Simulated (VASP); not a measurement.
Consider the following.

```
CELL_PARAMETERS angstrom
      2.99000     0.00000     0.00000
      0.00000     2.99000     0.00000
      0.00000     0.00000     2.99000
ATOMIC_POSITIONS crystal
  Ti 0.00000 0.00000 0.00000
  Co 0.50000 0.50000 0.50000
```

Computed with PBE GGA, VASP's PBE PAW potentials (set 64) (plane waves; VASP). Settings: 400 eV cut-off, 9×9×9 Γ-centred mesh, first-order Methfessel-Paxton smearing of 0.10 eV, potentials Ti_sv Co.

Task: Predict the energy per atom (σ→0), pressure, band gap (on the k-mesh) with the smallest direct gap where there is one.

Result: 
| Property | Result |
|---|---|
| band gap (on the k-mesh) | none (metal, semimetal or under 0.01 eV) |
| energy per atom (σ→0) | -7.806 eV/atom |
| pressure | -4.23 GPa |

The compound is TiCo in the CsCl type structure. The cell was not relaxed at this level. The run is not spin-polarised, so no magnetic state was tried. The electron count is odd and the run is not spin-polarised, which forces a metal.
